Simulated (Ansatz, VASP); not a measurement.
**Cross-check of In between VASP and Ansatz**

One calculation is typed for both programs; each brings its own data sets. How far apart do they land? Of the first pair: The structure shown is the start of the Ansatz relaxation below; VASP solves that cell, so the two are compared at the walk's first step.

Main program and level: Ansatz 0.2.0; plane waves, with VASP 6.6.1 beside it; PBEsol.

## 1. The starting structure

The cell holds 8 atoms: 8 In. Cell: a = 3.251 Å, b = 3.251 Å, c = 30.316 Å, α = 90.0°, β = 90.0°, γ = 90.0°. It derives from In. As first built, before any earlier steps moved the atoms or strained the cell (in the runner's words): stoichiometric True; symmetric True. Vacuum lies along c.

## 2. Ansatz: relaxation, PBEsol

Ansatz runs on its default PAW (the set named soft_2) files.

The two programs are compared at the cell with which this relaxation starts, whose forces are those of its first step.

input.yaml

```yaml
crystal:
  lattice:
    - [3.25094, 0.0, 0.0]
    - [0.0, 3.25094, 0.0]
    - [0.0, 0.0, 30.3159]
  atoms:
    - { symbol: In, position: [1.0, 1.0, 0.785591059] }
    - { symbol: In, position: [0.5, 0.5, 0.703993614] }
    - { symbol: In, position: [1.0, 1.0, 0.622396168] }
    - { symbol: In, position: [0.5, 0.5, 0.540798723] }
    - { symbol: In, position: [1.0, 1.0, 0.459201277] }
    - { symbol: In, position: [0.5, 0.5, 0.377603832] }
    - { symbol: In, position: [1.0, 1.0, 0.296006386] }
    - { symbol: In, position: [0.5, 0.5, 0.214408941] }
kpoints:
  mp_grid: { grid: [10, 10, 1] }
scf:
  occupations: { method: fermi_dirac, width: 0.05 }
  n_extra_bands: 8
hamiltonian:
  xc: pbesol
  pseudopotentials: { kind: paw }
output:
  forces: true
  write_potential: true
  volumetric_format: []
relax:
  f_tol: 0.03
  max_steps: 45
  constraints: [{ sites: [3, 4] }]
```

Command:

```sh
$ ansatz run input.yaml --threads 4 --pin off --max-ram 8192MiB --backend cpu --events-out ev --progress --plain --runs-dir out
```

Numbers of over 12 decimals in the logs are rounded to 6 here.

The log of the run:

```text
scf.n_extra_bands = 8 over 52 filled bands (N_el = 104.0): the run solves 60 bands
Engine: ansatz 0.2.0, aarch64-unknown-linux-gnu
Pseudopotentials: kind: paw
Pseudopotential: In, paw, valence charge 13, recommended cutoff 420 eV (normal), In.paw.azcp
Functional definition: PBEsol
  exchange = pbesol_x
  correlation = pbesol_c
Crystal: 8 atoms, lattice volume = 320.397 Å³
Basis set: ecut = 420 eV, 6317 PW (Γ), exchange–correlation on 48×48×432 points (8 copies of the dense FFT grid, shifted against one another)
Bands: 60, of which v1, the nominal top of the filled ones, is band 52 counted from 1 (51 counted from 0)
Symmetry: 16 space group operations
Space group: P4/nmm (ITA 129), of the structure as read, at distance tolerance 6.8e-5 Å
k-points: 21 of 100
Non-local potential: In, projectors of the file, l = 0: 2, l = 1: 2, l = 2: 2, l = 3: 2
PAW form: soft (Blöchl's): semilocal exchange-correlation on the pseudo side does not see the compensation charge
PAW frozen core: In, regenerated for the run's functional, and the local potential with it (the file was generated under x = pbe(κ = 0.804, μ = 0.219515), c = pbe(β = 0.066725))
PAW one-centre angular grid: In, 590 points (default); XC on 64 Gauss nodes
Initial density: superposition of atomic densities (neutral atoms: chi_scale 0, normalization atom), corrected by the library's trained network
Initial wavefunctions: pseudopotential atomic-orbital guess
Functional: x = pbesol(κ = 0.804, μ = 0.123457), c = pbesol(β = 0.046)
SCF iter   1: F=—  HF=-44202.685727 eV  |F-HF|=—  |Δ(HF+E_count)|=         —  Δρ=2.62e-3  dr2=2.04e-1  ethr=1.77e-3  ⟨swp⟩=7.0  Hψ=4959  notcnv=0
preconditioner: auto → LDOS  [metal: Δε(μ)=0.022 eV  Ē_g=13.975 eV  σ=0.050 eV  W_gap=0.11  n_scr=64 (ndim 8)  ℏωp=21.2 eV  f_vac=0.314  D(μ)=5.21/eV (n_scr^D=16)  β→1.0]
SCF iter   2: F=—  HF=-44202.671286 eV  |F-HF|=—  |Δ(HF+E_count)|=   1.44e-2  Δρ=2.30e-3  dr2=1.59e-2  ethr=1.96e-4  ⟨swp⟩=3.2  Hψ=2711  notcnv=0  defer=15
SCF iter   3: F=—  HF=-44202.666925 eV  |F-HF|=—  |Δ(HF+E_count)|=   4.36e-3  Δρ=9.59e-4  dr2=3.60e-3  ethr=1.53e-5  ⟨swp⟩=2.0  Hψ=2480  notcnv=0  defer=15
SCF iter   4: F=—  HF=-44202.665784 eV  |F-HF|=—  |Δ(HF+E_count)|=   1.14e-3  Δρ=1.32e-4  dr2=1.17e-4  ethr=3.46e-6  ⟨swp⟩=2.0  Hψ=2235  notcnv=0  defer=14
iter 5 did not close the SCF: its close was put off for the readings that it lacked (scf_convergence_deferred on its scf_iter line)
SCF iter   5: F=-44202.665754 eV  HF=-44202.665759 eV  |F-HF|=4.04e-6  |Δ(HF+E_count)|=   2.51e-5  Δρ=2.95e-5  dr2=4.64e-6  ethr=1.12e-7  ⟨swp⟩=2.0  Hψ=2299  notcnv=0  defer=13
SCF iter   6: F=-44202.665757 eV  HF=-44202.665757 eV  |F-HF|=2.09e-7  |Δ(HF+E_count)|=   1.10e-6  Δρ=7.53e-6  dr2=2.73e-7  ethr=4.46e-9  ⟨swp⟩=9.0  Hψ=10828  notcnv=0
SCF 1 converged in 6 iterations: F = -44202.665757 eV  dr2 = 2.73e-7
  greatest PAW one-centre occupation: 0.982 electrons in one spin orbital (limit 2), on the In atom at site 7 (counted from 0), in its partial waves of l = 2
relax step   1: F+E_penalty+E_count = -44202.66575720 eV  Δ(F+E_penalty+E_count) = +0.000e0 eV  max|allowed force component| = 1.129e-1 eV/Å  Δτ_max = 0.0000 Å  (6 SCF iters, dr2 threshold 2.25e-5 eV, accepted)
[...]
relax step   2: F+E_penalty+E_count = -44202.69091746 eV  Δ(F+E_penalty+E_count) = -2.516e-2 eV  max|allowed force component| = 3.491e-2 eV/Å  Δτ_max = 0.1586 Å  (7 SCF iters, accepted)
[...]
relax step   3: F+E_penalty+E_count = -44202.69193828 eV  Δ(F+E_penalty+E_count) = -1.021e-3 eV  max|allowed force component| = 7.620e-3 eV/Å  Δτ_max = 0.0399 Å  (6 SCF iters, accepted)
NSCF: frozen V_eff on 21 k-points
the band table was solved once a step of the walk had ended and its energy, with any forces and stress, was formed, with the checks that follow a solve (5629 applications of the Hamiltonian). They found nothing against the state; the energy, forces and stress were not computed again (output.eigenvalues in the input reference)
WARN: The output density's exchange-correlation potential varies sharply where the density is thin. Do not read a vacuum level from v_tot or v_xc, or from such a field of the output density. On a cell that repeats whose density bears no net charge and no dipole along the vacuum's axis use v_es (v_loc + v_h of the components); under efield.dipole_correction with no amplitude use v_es + v_field, which holds any externa [...]
SCF converged after 6 iterations
Free energy (F): -44202.691938 eV
Harris-Foulkes:  -44202.691938 eV  (|F-HF|=1.10e-8)
Internal energy: -44202.657869 eV  (E = F + TS)
E sigma→0 (E₀):  -44202.674904 eV
Entropy (-TS):   -0.034070 eV (-4.259 meV/atom)
Fermi energy:    5.137519 eV
--- Per-component energies (eV) ---
  E_band       = -705.093647
  E_kinetic    = 1932.388000
  E_local      = -70439.588059  (includes V_loc(G=0)·N_el)
  E_nonlocal   = 2938.627591
  E_hartree    = 34026.781069
  E_xc         = -1712.332892
  E_vxc        = -803.084971  (∫ρ·V_xc dr)
  E_paw        = -32650.040589  (= ΣΔE_a)
  E_vpaw       = -2386.958951  (= ΣTr[D̂ρ^β])
  E_aug_tail   = 0.000200  (compensation charges beyond the density's cutoff)
  E_ewald      = 21699.619590
  E_core_change = 1.887220  (= ΣΔE_core)
  E_smearing   = -0.034070  (= −TS)
  E_closure    = 0.000000  (closes the sum)
  Σ components = -44202.691938   (vs F -44202.691938, Δ=0.00e0)
--- Forces (eV/Å), atoms counted from 1 ---
  atom   1  In     0.00000000     0.00000000    -0.00131387
  atom   2  In     0.00000000     0.00000000     0.00761975
  atom   3  In     0.00000000     0.00000000    -0.00696812
  atom   4  In     0.00000000     0.00000000    -0.07617650
  atom   5  In     0.00000000     0.00000000     0.07617650
  atom   6  In     0.00000000     0.00000000     0.00696812
  atom   7  In     0.00000000     0.00000000    -0.00761975
  atom   8  In     0.00000000     0.00000000     0.00131387
  max |Σ_I F_I| component: 5.85e-18 eV/Å
--- Band table (eV; the first three rows and the last of 21) ---
  k-point 0: bands = [... 48 lower, 3.0982, 4.6698, 6.4020, 7.9179, 8.7344, 9.7285, 9.9156, 9.9156, ... 4 higher]
  k-point 1: bands = [... 48 lower, 3.2731, 4.7948, 6.4682, 7.9197, 8.3773, 8.6077, 8.8764, 9.1979, ... 4 higher]
  k-point 2: bands = [... 48 lower, 3.7801, 4.9975, 5.8163, 6.2317, 6.5527, 7.1510, 7.4125, 8.0599, ... 4 higher]
  k-point 20: bands = [... 48 lower, 3.8345, 3.8345, 4.0393, 4.0393, 4.1147, 4.1147, 4.8450, 4.8450, ... 4 higher]
--- Relaxed structure (3 steps of the walk, 3 accepted, 0 SCFs on fresh bases) ---
  F+E_penalty+E_count = -44202.69193828 eV   max|allowed force component| = 7.620e-3 eV/Å
  atoms:
    - { symbol: In, position: [1.0, 1.0, 0.779045] }
    - { symbol: In, position: [0.5, 0.5, 0.699821] }
    - { symbol: In, position: [1.0, 1.0, 0.621712] }
    - { symbol: In, position: [0.5, 0.5, 0.540798723] }
    - { symbol: In, position: [1.0, 1.0, 0.459201] }
    - { symbol: In, position: [0.5, 0.5, 0.378288] }
    - { symbol: In, position: [1.0, 1.0, 0.300179] }
    - { symbol: In, position: [0.5, 0.5, 0.220955] }
```

## 3. VASP: single point, PBEsol, start cell, pair 1

The same cell, functional, mesh and smearing now go to VASP, with its own data sets.

Lines of VASP's logs that name or quote its potential files are left out, and so is its time.

INCAR

```
SYSTEM = In
PREC = Accurate
ENCUT = 400
EDIFF = 1E-06
NELM = 120
ISMEAR = -1
SIGMA = 0.05
LREAL = .FALSE.
ALGO = Normal
GGA = PS
NBANDS = 64
LORBIT = 11
LWAVE = .FALSE.
LCHARG = .FALSE.
ISIF = 2
LASPH = .TRUE.
GGA_COMPAT = .FALSE.
KPAR = 2
```

POSCAR

```
In
1.0
    3.2509400000      0.0000000000      0.0000000000
    0.0000000000      3.2509400000      0.0000000000
    0.0000000000      0.0000000000     30.3159000000
In
8
Direct
    0.0000000000      0.0000000000      0.7855910595
    0.5000000000      0.5000000000      0.7039936139
    0.0000000000      0.0000000000      0.6223961683
    0.5000000000      0.5000000000      0.5407987228
    0.0000000000      0.0000000000      0.4592012772
    0.5000000000      0.5000000000      0.3776038317
    0.0000000000      0.0000000000      0.2960063861
    0.5000000000      0.5000000000      0.2144089405
```

KPOINTS

```
Automatic mesh
0
Gamma
10 10 1
0 0 0
```

The projector-augmented-wave data sets are In_d (PBE family, release 64).

Command:

```sh
$ mpirun -np 2 vasp_std
```

The log of the run:

```text
[banner, memory and clock lines left out]
running    2 mpi-ranks, on    1 nodes
 distrk:  each k-point on    1 cores,    2 groups
 distr:  one band on    1 cores,    1 groups

 POSCAR found type information on POSCAR In
 POSCAR found :  1 types and       8 ions
|                                                                             |
|               ----> ADVICE to this user running VASP <----                  |
|                                                                             |
|     You enforced a specific xc type in the INCAR file but a different       |
|     [... a line on the potential file left out ...]
|     I HOPE YOU KNOW WHAT YOU ARE DOING!                                     |
|                                                                             |

 LDA part: xc-table for (Slater+PW92), standard interpolation
 POSCAR, INCAR and KPOINTS ok, starting setup
 FFT: planning ... GRIDC
 FFT: planning ... GRID_SOFT
 FFT: planning ... GRID
 WAVECAR not read
 entering main loop
       N       E                     dE             d eps       ncg     rms          rms(c)
DAV:   1     0.104235477050E+04    0.10424E+04   -0.43317E+04  2800   0.168E+03
DAV:   2     0.112233235036E+03   -0.93012E+03   -0.91587E+03  2696   0.475E+02
DAV:   3    -0.166715855547E+02   -0.12890E+03   -0.12665E+03  2944   0.205E+02
DAV:   4    -0.234706374561E+02   -0.67991E+01   -0.67427E+01  3120   0.552E+01
DAV:   5    -0.237602044970E+02   -0.28957E+00   -0.28939E+00  3520   0.925E+00    0.636E+00
DAV:   6    -0.237502921873E+02    0.99123E-02   -0.53860E+00  4096   0.258E+01    0.359E+00
DAV:   7    -0.243275592191E+02   -0.57727E+00   -0.18291E+01  3816   0.213E+01    0.301E+00
DAV:   8    -0.232757713752E+02    0.10518E+01   -0.70030E+00  3400   0.107E+01    0.841E-01
DAV:   9    -0.232941159929E+02   -0.18345E-01   -0.34265E-01  3104   0.447E+00    0.684E-01
DAV:  10    -0.232901343392E+02    0.39817E-02   -0.48222E-02  3360   0.169E+00    0.562E-01
DAV:  11    -0.232879001245E+02    0.22342E-02   -0.57307E-03  3296   0.101E+00    0.284E-01
DAV:  12    -0.232869820779E+02    0.91805E-03   -0.66668E-03  3168   0.741E-01    0.155E-01
DAV:  13    -0.232867920951E+02    0.18998E-03   -0.19400E-03  3168   0.741E-01    0.768E-02
DAV:  14    -0.232867722983E+02    0.19797E-04   -0.50331E-04  3104   0.235E-01    0.556E-02
[...]
DAV:  18    -0.232864731750E+02   -0.70336E-04   -0.28772E-05  2872   0.538E-02    0.158E-02
DAV:  19    -0.232865794090E+02   -0.10623E-03   -0.18094E-05  2904   0.329E-02    0.150E-02
DAV:  20    -0.232866544121E+02   -0.75003E-04   -0.98097E-06  3024   0.444E-02    0.630E-03
DAV:  21    -0.232867020278E+02   -0.47616E-04   -0.51521E-06  2720   0.167E-02    0.878E-03
DAV:  22    -0.232867190954E+02   -0.17068E-04   -0.93877E-07  1776   0.726E-03    0.492E-03
DAV:  23    -0.232867273962E+02   -0.83008E-05   -0.78583E-07  1800   0.154E-02    0.181E-03
DAV:  24    -0.232867298190E+02   -0.24228E-05   -0.19620E-07  1808   0.401E-03    0.958E-04
DAV:  25    -0.232867301592E+02   -0.34025E-06   -0.60631E-08  1768   0.245E-03
   1 F= -.23286730E+02 E0= -.23266982E+02  d E =-.394960E-01
```

Parts of OUTCAR (step 3):

```text
ion  position               nearest neighbor table
   1  0.000  0.000  0.786-   2 3.38   2 3.38   2 3.38   2 3.38
   2  0.500  0.500  0.704-   1 3.38   1 3.38   1 3.38   1 3.38   3 3.38   3 3.38   3 3.38   3 3.38

  LATTYP: Found a simple tetragonal cell.
 ALAT       =     3.2509400000
 C/A-ratio  =     9.3252720752

 Subroutine GETGRP returns: Found 16 space group operations
 (whereof  8 operations were pure point group operations)

The static configuration has the point symmetry C_4v.
 The point group associated with its full space group is D_4h.

 Found     21 irreducible k-points:

   k-points           NKPTS =     21   k-points in BZ     NKDIM =     21   number of bands    NBANDS=     64

   dimension x,y,z NGX =    24 NGY =   24 NGZ =  200
   dimension x,y,z NGXF=    48 NGYF=   48 NGZF=  400

   ENCUT  =  400.0 eV  29.40 Ry    5.42 a.u.   5.30  5.30 49.44*2*pi/ulx,y,z

   NELECT =     104.0000    total number of electrons

 k-points in reciprocal lattice and weights: Automatic mesh
   0.00000000  0.00000000  0.00000000       0.010
   0.10000000  0.00000000  0.00000000       0.040
   0.20000000  0.00000000  0.00000000       0.040
   0.30000000  0.00000000  0.00000000       0.040
   0.40000000  0.00000000  0.00000000       0.040
   0.50000000  0.00000000  0.00000000       0.020
   0.10000000  0.10000000  0.00000000       0.040
   0.20000000  0.10000000  0.00000000       0.080
   0.30000000  0.10000000  0.00000000       0.080
[...]
0.50000000  0.40000000  0.00000000       0.040
   0.50000000  0.50000000  0.00000000       0.010

 average (electrostatic) potential at core
       1 -97.6121       2 -97.5707       3 -97.5970       4 -97.5739       5 -97.5739
       6 -97.5970       7 -97.5707       8 -97.6121

 E-fermi :   3.3799

 k-point     1 :       0.0000    0.0000    0.0000
  band No.  band energies     occupation
    ...
     46      -2.8146      2.00000
     47      -1.6525      2.00000
     48      -0.3698      2.00000
     49       1.2453      2.00000
     50       2.7287      2.00000
     51       4.3335      0.00000
     52       5.8932      0.00000
     53       6.8398      0.00000
     54       7.8365      0.00000
     55       8.0087      0.00000
    ...

 k-point     2 :       0.1000    0.0000    0.0000
  band No.  band energies     occupation
    ...
     46      -2.6608      2.00000
     47      -1.5056      2.00000
     48      -0.2411      2.00000
     49       1.4196      2.00000
     50       2.8584      1.99994
     51       4.4224      0.00000
     52       5.9256      0.00000
     53       6.7208      0.00000
     54       6.8758      0.00000
     55       7.1008      0.00000
    ...

 k-point     3 :       0.2000    0.0000    0.0000
  band No.  band energies     occupation
    ...
     46      -2.2023      2.00000
     47      -1.0721      2.00000
     48       0.1261      2.00000
     49       1.9270      2.00000
     50       3.1207      1.98885
     51       4.1016      0.00000
     52       4.5580      0.00000
     53       4.7829      0.00000
     54       5.3477      0.00000
     55       5.5290      0.00000
    ...

  Total       -2.5501011     -2.5501011     -1.8660932      0.0000000      0.0000000      0.0000000
  in kB      -12.7520382    -12.7520382     -9.3315875      0.0000000      0.0000000      0.0000000
  external PRESSURE =     -11.6118880 kB  Pullay stress =       0.0000000 kB

  energy-cutoff  :      400.00
  volume of cell :      320.40
      direct lattice vectors                 reciprocal lattice vectors
     3.250940000  0.000000000  0.000000000     0.307603339  0.000000000  0.000000000
     0.000000000  3.250940000  0.000000000     0.000000000  0.307603339  0.000000000
     0.000000000  0.000000000 30.315900000     0.000000000  0.000000000  0.032985991

 POSITION                                       TOTAL-FORCE (eV/Angst)
 -----------------------------------------------------------------------------------
      0.00000      0.00000     23.81590         0.000000     -0.000000     -0.112908
      1.62547      1.62547     21.34220         0.000000     -0.000000     -0.040002
      0.00000      0.00000     18.86850         0.000000     -0.000000      0.106412
      1.62547      1.62547     16.39480         0.000000      0.000000     -0.048318
      0.00000      0.00000     13.92110         0.000000     -0.000000      0.048318
      1.62547      1.62547     11.44740        -0.000000     -0.000000     -0.106412
      0.00000      0.00000      8.97370        -0.000000     -0.000000      0.040002
      1.62547      1.62547      6.50000         0.000000      0.000000      0.112908
 -----------------------------------------------------------------------------------
    total drift:                                0.000000      0.000000     -0.000000

  FREE ENERGIE OF THE ION-ELECTRON SYSTEM (eV)
  ---------------------------------------------------
  free  energy   TOTEN  =       -23.2867301592 eV

  energy  without entropy=      -23.2472341325  energy(sigma->0) =      -23.26698215

 total charge
# of ion       s       p       d       tot
------------------------------------------
    1        1.030   0.429   9.840  11.300
    2        0.971   0.519   9.847  11.337
    3        0.992   0.493   9.850  11.335
    4        1.002   0.489   9.849  11.340
    5        1.002   0.489   9.849  11.340
    6        0.992   0.493   9.850  11.335
    7        0.971   0.519   9.847  11.337
    8        1.030   0.429   9.840  11.300
--------------------------------------------------
tot          7.991   3.860  78.773  90.623

[... 3 further parts left out ...]
```

## 4. Differences

Known differences besides the potentials themselves: the cutoff is 420 eV in Ansatz and 400 eV in VASP; Ansatz makes its cores anew for this functional, VASP keeps those of its PBE data sets. Total energies have different zeros and are not compared.

Forces (eV/Å; atoms numbered as in POSCAR):

| atom | Ansatz x, y, z | VASP x, y, z |
| --- | --- | --- |
| In1 | 0.000, 0.000, -0.113 | 0.000, 0.000, -0.113 |
| In2 | 0.000, 0.000, -0.041 | 0.000, 0.000, -0.040 |
| In3 | 0.000, 0.000, 0.107 | 0.000, 0.000, 0.106 |
| In4 | 0.000, 0.000, -0.047 | 0.000, 0.000, -0.048 |
| In5 | 0.000, 0.000, 0.047 | 0.000, 0.000, 0.048 |
| In6 | 0.000, 0.000, -0.107 | 0.000, 0.000, -0.106 |
| In7 | 0.000, 0.000, 0.041 | 0.000, 0.000, 0.040 |
| In8 | 0.000, 0.000, 0.113 | 0.000, 0.000, 0.113 |

The forces differ by 0.6 meV/Å r.m.s., which is 1.2 % of the r.m.s. force of 0.048 eV/Å (both taken over all components). Where the cell holds vacuum, a pressure given here is an average over it and none of the material.

## 5. Ansatz: relaxation, PBEsol

This run makes the geometry at which the two programs are then compared.

The structure compared here is the end of the Ansatz relaxation.

This is the run of step 2 again, met here at its other cell.

(Part 1 of 2 ends here.)

[Lines on the potential files, build, host, timing and source positions are cut from VASP's logs without a mark.]

[Logs are printed without paths, hosts, clocks, repeated set-up lines and the standing remarks that a program may print on its own settings, such as how far it seeks lower states.]

[Hosts, paths, dates, database ids (printed as entryN), source tags and the programs' standing remarks are cut or masked in the printed files.]
